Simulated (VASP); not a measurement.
An input for Quantum ESPRESSO's pw.x (written as the equivalent of a VASP run, and not itself run):

```
&CONTROL
  calculation = 'vc-relax'
  pseudo_dir = './pseudo'
  outdir = './out'
  tprnfor = .true.
  tstress = .true.
  nstep = 30
  forc_conv_thr = 0.00039
/
&SYSTEM
  ibrav = 0
  nat = 2
  ntyp = 1
  ecutwfc = 72
  occupations = 'smearing'
  smearing = 'methfessel-paxton'
  degauss = 0.00735
  input_dft = 'pbe'
  vdw_corr = 'grimme-d3'
  dftd3_version = 3
  dftd3_threebody = .false.
/
&ELECTRONS
  conv_thr = 7.3e-09
  electron_maxstep = 100
/
&IONS
/
&CELL
  cell_dofree = 'shape'
/
ATOMIC_SPECIES
  Sn 118.710 Sn.upf
CELL_PARAMETERS angstrom
    -2.9499807    2.9499807    1.5966527
     2.9499807   -2.9499807    1.5966527
     2.9499807    2.9499807   -1.5966527
ATOMIC_POSITIONS crystal
  Sn   0.2500000  0.7500000  0.5000000
  Sn   0.0000000  0.0000000  0.0000000
K_POINTS automatic
  13 13 13 0 0 0
```

Problem. Write the VASP files for the same calculation (PBE-D3 (zero damping)).

Solution. Several could match; the one computed here: 
### POSCAR
```
Sn
1.0
 -2.9499807279   2.9499807279   1.5966527477
  2.9499807279  -2.9499807279   1.5966527477
  2.9499807279   2.9499807279  -1.5966527477
Sn
2
Cart
  2.9499807279   0.0000000000   0.7983263739
  0.0000000000   0.0000000000   0.0000000000
```

**KPOINTS**
```
Regular mesh
0
gamma
  13 13 13
```

### INCAR
```
SYSTEM=Sn
PREC=Accurate; ENCUT=520; LREAL=F
LASPH=T
EDIFF=1E-7; NELM=100; ALGO=Normal
LMAXMIX=4
ISMEAR=1; SIGMA=0.1
GGA=PE; IVDW=11
IBRION=2; NSW=30; ISIF=4
EDIFFG=-0.01
LWAVE=F; LCHARG=F
```

POTCAR, in this order: Sn_d (PBE.64 set). Program: vasp_std.

What does not carry over: the potentials are each code's own (VASP's PAW set, PseudoDojo norm-conserving files in pw.x), so ENCUT and ecutwfc are chosen apart and not converted; conv_thr bounds pw.x's estimated SCF error, while EDIFF bounds the energy change between steps; forc_conv_thr acts on force components and is met together with etot_conv_thr.

The compound is Sn in the beta structure. This run relaxes it. Symmetry was kept, so distortions that lower it aren't found.
